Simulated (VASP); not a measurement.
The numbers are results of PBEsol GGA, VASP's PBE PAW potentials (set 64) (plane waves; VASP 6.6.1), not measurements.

The input files of a VASP run:

INCAR:
```
ALGO=Normal
EDIFF=1E-6
EDIFFG=-0.01
ENCUT=400
GGA=PS
IBRION=2
ISIF=3
ISMEAR=1
ISPIN=2
LASPH=.TRUE.
LCHARG=.FALSE.
LMAXMIX=4
LORBIT=10
LREAL=.FALSE.
LWAVE=.FALSE.
MAGMOM=4.0 0.0
NELM=100
NSW=60
PREC=Accurate
SIGMA=0.1
SYSTEM=FeAl
```

**KPOINTS**
```
K-points
0
G
  10 10 10
```

### POSCAR
```
FeAl
1
    0.0000000000     2.9213920000     2.9213920000
    2.9213920000     0.0000000000     2.9213920000
    2.9213920000     2.9213920000     0.0000000000
Fe Al
1 1
Direct
  0.0000000000   0.0000000000   0.0000000000
  0.2500000000   0.2500000000   0.2500000000
```

POTCAR, in this order: Fe Al (PBE.64 set). Program: vasp_std.

Energy and stress use the plane-wave basis of the starting cell.

Problem. Estimate the energy per atom (σ→0), cell moment, volume per atom, band gap (on the k-mesh).

Solution. 
```
Quantity                                                     Value
------------------------  ----------------------------------------
energy per atom (σ→0)                               -5.139 eV/atom
cell moment                                                2.11 μB
band gap (on the k-mesh)  none (metal, semimetal or under 0.01 eV)
volume per atom                                      20.62 Å³/atom
```

File OSZICAR:
```
...
       N       E                     dE             d eps       ncg     rms          rms(c)
DAV:   1    -0.102812883364E+02   -0.33931E-02   -0.44202E-02  2323   0.343E+00    0.579E-01
DAV:   2    -0.102911032008E+02   -0.98149E-02   -0.17234E-01  2420   0.531E+00    0.117E+00
DAV:   3    -0.102779222811E+02    0.13181E-01   -0.79212E-02  2387   0.369E+00    0.729E-02
DAV:   4    -0.102779580134E+02   -0.35732E-04   -0.53711E-04  2134   0.165E-01    0.431E-02
DAV:   5    -0.102779396682E+02    0.18345E-04   -0.39620E-05  2717   0.401E-02    0.148E-02
DAV:   6    -0.102779399193E+02   -0.25110E-06   -0.35159E-06  1514   0.218E-02
   4 F= -.10277940E+02 E0= -.10278465E+02  d E =-.209596E+00  mag=     2.1147
```

The structure was generated: FeAl was put into the zinc blende type (F-43m), which need not be its known phase. This run relaxes it. Symmetry was kept, so distortions that lower it aren't found.
